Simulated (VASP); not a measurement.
A convergence study with VASP on InSb (zinc blende): one setting is varied, all else stays as given below, so the limit is that of these other settings.

```yaml
crystal:
  lattice:
    - [0.00000, 3.24000, 3.24000]
    - [3.24000, 0.00000, 3.24000]
    - [3.24000, 3.24000, 0.00000]
  atoms:
    - { symbol: In, position: [0.00000, 0.00000, 0.00000] }
    - { symbol: Sb, position: [0.25000, 0.25000, 0.25000] }
```

Calculation: PBE GGA, VASP's PBE PAW potentials (set 64) (plane waves; VASP). The tightest run used: 550 eV cut-off, 12×12×12 Monkhorst-Pack mesh, Gaussian smearing of 0.050 eV, potentials In_d Sb.

```json
[
 {"setting": "1×1×1 mesh", "E (eV/atom)": "3.8405", "pressure (GPa)": "59.76", "irreducible k-points": "1"},
 {"setting": "2×2×2 mesh", "E (eV/atom)": "-3.3847", "pressure (GPa)": "3.28", "irreducible k-points": "2"},
 {"setting": "3×3×3 mesh", "E (eV/atom)": "-3.2134", "pressure (GPa)": "4.76", "irreducible k-points": "4"},
 {"setting": "4×4×4 mesh", "E (eV/atom)": "-3.4520", "pressure (GPa)": "3.06", "irreducible k-points": "10"},
 {"setting": "5×5×5 mesh", "E (eV/atom)": "-3.4260", "pressure (GPa)": "3.28", "irreducible k-points": "10"}
]
```

These are the cheaper rows. Estimate the results at 12×12×12 mesh, and how far the last row shown lies from them.

```tsv
quantity	tightest run	last row shown is off by
E (eV/atom)	-3.4542	0.0281
pressure (GPa)	3.08	0.21
```

Left out are rungs that failed or repeat a setting and relaxations that didn't move; long series are thinned to 24 rows.

The compound is InSb in the zinc blende structure. The cell was not relaxed at this level.
